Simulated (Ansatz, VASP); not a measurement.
**SrCl2: VASP beside Ansatz**

Aim: how closely do two programs agree when they are given the same cell, functional and k mesh? The cell is taken from a series of runs on this material, whose earlier steps may have relaxed, scaled, displaced or heated it; both programs get it as it stands.

Calculated with Ansatz 0.2.0; plane waves, with VASP 6.6.1 beside it; zone-centre phonons at PBE.

### 1. The starting structure

Symmetry: Fm-3m, No. 225, cubic system. The conventional cell has a = 7.039 Å, b = 7.039 Å, c = 7.039 Å, α = 90.00°, β = 90.00°, γ = 90.00°. Nearest to Sr lie 8 Cl at 3.05 Å. Nearest to Cl lie 4 Sr at 3.05 Å. Farther neighbours and most contacts between anions are not listed.

### 2. Ansatz: zone-centre phonons, PBE

Ansatz runs on norm-conserving files, of PseudoDojo where its log says so.

Second derivatives magnify differences that forces hide, and they need a tight electronic threshold.

The input, input.yaml:

```yaml
crystal:
  lattice:
    - [-3.5196227986, 0.0, 3.5196227986]
    - [0.0, 3.5196227986, 3.5196227986]
    - [-3.5196227986, 3.5196227986, 0.0]
  atoms:
    - { symbol: Sr, position: [0.0, 0.0, 0.0] }
    - { symbol: Cl, position: [0.75, 0.75, 0.75] }
    - { symbol: Cl, position: [0.25, 0.25, 0.25] }
kpoints:
  mp_grid: { grid: [6, 6, 6] }
hamiltonian:
  xc: pbe
  pseudopotentials: { kind: nc, accuracy: standard }
scf:
  occupations: { method: fixed }
output:
  eigenvalues: true
phonons:
  method: dfpt
  dielectric: true
  rigid_motions: translations
```

Started as:

```sh
> ansatz run input.yaml --threads 4 --pin off --max-ram 8192MiB --backend cpu --events-out ev --progress --plain --runs-dir out
```

Numbers of over 12 decimals in the logs are rounded to 6 here.

Log:

```text
Engine: ansatz 0.2.0, aarch64-unknown-linux-gnu
Pseudopotentials: kind: nc
Pseudopotential: Sr, nc, valence charge 10, recommended cutoff 925.187132 eV (normal), Sr.nc.azcp (PseudoDojo's, or run here from an input of PseudoDojo's; its table is named by hamiltonian.pseudopotentials.accuracy)
Pseudopotential: Cl, nc, valence charge 7, recommended cutoff 789.130201 eV (normal), Cl.nc.azcp (PseudoDojo's, or run here from an input of PseudoDojo's; its table is named by hamiltonian.pseudopotentials.accuracy)
Functional definition: PBE
  parameter kappa = 0.804
  parameter beta = 0.066725
  exchange = pbe_x(kappa = kappa, mu = beta*pi^2/3)
  correlation = pbe_c(beta = beta)
Crystal: 3 atoms, lattice volume = 87.200 Å³
Basis set: ecut = 925.187132 eV, 5601 PW (Γ), exchange–correlation on 100×100×100 points (8 copies of the dense FFT grid, shifted against one another)
Bands: 16, of which v1, the nominal top of the filled ones, is band 12 counted from 1 (11 counted from 0)
Symmetry: 48 space group operations
k-points: 46 of 216 (irreducible under 4 space group operations, time reversal used)
Non-local potential: Sr, projectors of the file, l = 0: 2, l = 1: 2, l = 2: 2
Non-local potential: Cl, projectors of the file, l = 0: 2, l = 1: 2, l = 2: 2
Initial density: superposition of atomic densities (chi_scale 0.1, normalization cell, long waves kept (reshape's long-wave potential 0.00 eV rms))
Initial wavefunctions: pseudopotential atomic-orbital guess
Functional: x = pbe(κ = 0.804, μ = 0.219515), c = pbe(β = 0.066725)
SCF iter   1: F=—  HF=-1832.573392 eV  |F-HF|=—  |Δ(HF+E_count)|=         —  Δρ=3.96e-2  dr2=2.53e0  ethr=3.10e-3  ⟨swp⟩=6.0  Hψ=4460  notcnv=0  defer=66
preconditioner: auto → none  [insulator: Δε(μ)=4.102 eV  Ē_g=13.321 eV  n_scr=14 (ndim 8)  ℏωp=18.7 eV  f_vac=0.017  ε∞_Penn≈3.0]
SCF iter   2: F=—  HF=-1831.539578 eV  |F-HF|=—  |Δ(HF+E_count)|=    1.03e0  Δρ=1.14e-2  dr2=1.76e-1  ethr=3.10e-3  ⟨swp⟩=4.8  Hψ=2220  notcnv=0  defer=38
SCF iter   3: F=—  HF=-1831.511697 eV  |F-HF|=—  |Δ(HF+E_count)|=   2.79e-2  Δρ=4.55e-3  dr2=1.71e-2  ethr=7.32e-4  ⟨swp⟩=2.4  Hψ=1173  notcnv=0  defer=79
SCF iter   4: F=—  HF=-1831.519072 eV  |F-HF|=—  |Δ(HF+E_count)|=   7.37e-3  Δρ=1.26e-3  dr2=9.27e-4  ethr=7.13e-5  ⟨swp⟩=4.7  Hψ=1475  notcnv=0  defer=89
SCF iter   5: F=—  HF=-1831.520253 eV  |F-HF|=—  |Δ(HF+E_count)|=   1.18e-3  Δρ=1.18e-4  dr2=1.94e-5  ethr=3.86e-6  ⟨swp⟩=2.8  Hψ=1193  notcnv=0  defer=89
SCF iter   6: F=—  HF=-1831.520262 eV  |F-HF|=—  |Δ(HF+E_count)|=   8.13e-6  Δρ=1.94e-5  dr2=4.54e-7  ethr=8.10e-8  ⟨swp⟩=2.5  Hψ=1296  notcnv=0  defer=89
SCF iter   7: F=—  HF=-1831.520228 eV  |F-HF|=—  |Δ(HF+E_count)|=   3.37e-5  Δρ=4.18e-6  dr2=1.90e-8  ethr=1.89e-9  ⟨swp⟩=2.2  Hψ=1102  notcnv=0  defer=70
SCF iter   8: F=—  HF=-1831.520228 eV  |F-HF|=—  |Δ(HF+E_count)|=   3.77e-9  Δρ=4.10e-7  dr2=2.20e-10  ethr=7.91e-11  ⟨swp⟩=3.0  Hψ=1459  notcnv=0  defer=70
SCF iter   9: F=-1831.520228 eV  HF=-1831.520228 eV  |F-HF|=6.82e-13  |Δ(HF+E_count)|=  7.50e-11  Δρ=4.66e-8  dr2=1.35e-12  ethr=1.00e-12  ⟨swp⟩=12.0  Hψ=6504  notcnv=0
SCF 1 converged in 9 iterations: F = -1831.520228 eV  dr2 = 1.35e-12
NSCF: frozen V_eff on 3 k-points
DFPT response loops at Γ: preconditioner auto → none (the input reference at scf.mixing.eps_inf says where Resta's filter doesn't serve); β = 0.50; Broyden in place of MSR1
SCF converged after 9 iterations
Free energy (F): -1831.520228 eV
Harris-Foulkes:  -1831.520228 eV  (|F-HF|=6.82e-13)
Internal energy: -1831.520228 eV  (E = F + TS)
E sigma→0 (E₀):  -1831.520228 eV
Fermi energy:    2.893253 eV
--- Per-component energies (eV) ---
  E_band       = -151.831573
  E_kinetic    = 553.877287
  E_local      = -1225.161141  (includes V_loc(G=0)·N_el)
  E_nonlocal   = 257.728128
  E_hartree    = 323.282713
  E_xc         = -473.841775
  E_vxc        = -384.841282  (∫ρ·V_xc dr)
  E_ewald      = -1267.405440
  E_smearing   = -0.000000  (= −TS)
  E_closure    = -0.000000  (closes the sum)
  Σ components = -1831.520228   (vs F -1831.520228, Δ=0.00e0)
--- Band table (eV; the first three rows and the last of 46) ---
  k-point 0: bands = [... 8 lower, 0.8674, 2.5693, 2.5693, 2.5693, 8.1323, 9.0076, 9.0076, 11.8240]
  k-point 1: bands = [... 8 lower, 1.0398, 2.2709, 2.4282, 2.4282, 8.7131, 9.2018, 9.2018, 10.8440]
  k-point 2: bands = [... 8 lower, 1.3671, 1.7733, 2.1121, 2.1121, 9.5070, 9.5070, 9.6583, 10.7754]
  k-point 45: bands = [... 8 lower, 1.0845, 2.5166, 2.5166, 2.8933, 8.4147, 9.8741, 10.4584, 10.8302]
--- Phonons (Γ-DFPT): 2 representative perturbations + reference, on 46 of 216 k-points (Σ response iterations 6) ---
  k mesh reduced under 4 symmetry operations, with k and −k counted as one. Each operation leaves every solved perturbation unchanged. A smaller set is not considered because the run solves the response to a homogeneous field
  ASR residual: 3.668e-5 → 0.000e0 eV/Å²; symmetrization residual: 5.258e-6 eV/Å²
  ASR residual per site (eV/Å²): 1.41e-7 3.67e-5 3.67e-5
  Γ frequencies (cm⁻¹): 0.00 0.00 0.00 125.92 125.92 125.92 171.07 171.07 171.07
  ε∞ (high-frequency dielectric tensor):
        2.879029    -0.000000     0.000000
        0.000000     2.879029    -0.000000
       -0.000000    -0.000000     2.879029
  ε⁰ (static dielectric tensor: ions relaxed, cell fixed):
        8.542867     0.000000    -0.000000
        0.000000     8.542867    -0.000000
       -0.000000    -0.000000     8.542867
  ε⁰ − ε∞ (ionic part):
        5.663838     0.000000    -0.000000
        0.000000     5.663838    -0.000000
       -0.000000    -0.000000     5.663838
  softest optical mode at Γ: 125.92 cm⁻¹; the repairs (sum rule, projections) moved no ω² at Γ by more than (0.80 cm⁻¹)²
  Born effective charges Z* (e; rows j = field, columns β = displacement):
    site 0:
         2.49745    0.00000    0.00000
        -0.00000    2.49745    0.00000
        -0.00000   -0.00000    2.49745
    site 1:
        -1.24872    0.00000   -0.00000
         0.00000   -1.24872   -0.00000
         0.00000    0.00000   -1.24872
    site 2:
        -1.24872   -0.00000   -0.00000
         0.00000   -1.24872   -0.00000
         0.00000    0.00000   -1.24872
  Z* charge neutrality: 5.823e-5 e pre-enforcement
  k-mesh period / interband length: 29.9 Å / 1.27 Å = 23.59 at k = (0.0000, 0.0000, 0.0000), direct gap 5.563 eV — 14 or more, which is no proof of convergence
  optical modes at Γ without the LO–TO term, one row a degenerate level:
      ω (cm⁻¹)  modes    IR ((D/Å)²/amu)
        125.92      3            11.0157
        171.07      3             0.0000
  optical modes at Γ + LO–TO along q̂ = [1.0000, 0.0000, 0.0000]:
      ω (cm⁻¹)  modes    IR ((D/Å)²/amu)
        125.92      2             7.3438
        171.07      3             0.0000
        216.91      1             3.6719
  optical modes at Γ + LO–TO along q̂ = [0.0000, 1.0000, 0.0000]:
      ω (cm⁻¹)  modes    IR ((D/Å)²/amu)
        125.92      2             7.3438
        171.07      3             0.0000
        216.91      1             3.6719
  optical modes at Γ + LO–TO along q̂ = [0.0000, 0.0000, 1.0000]:
      ω (cm⁻¹)  modes    IR ((D/Å)²/amu)
        125.92      2             7.3438
        171.07      3             0.0000
        216.91      1             3.6719
```

[end of part 1 of 3]

[Lines on the potential files, build, host, timing and source positions are cut from VASP's logs without a mark.]

[Logs are printed without paths, hosts, clocks, repeated set-up lines and the standing remarks that a program may print on its own settings, such as how far it seeks lower states.]

[Hosts, paths, dates, database ids (printed as entryN), source tags and the programs' standing remarks are cut or masked in the printed files.]
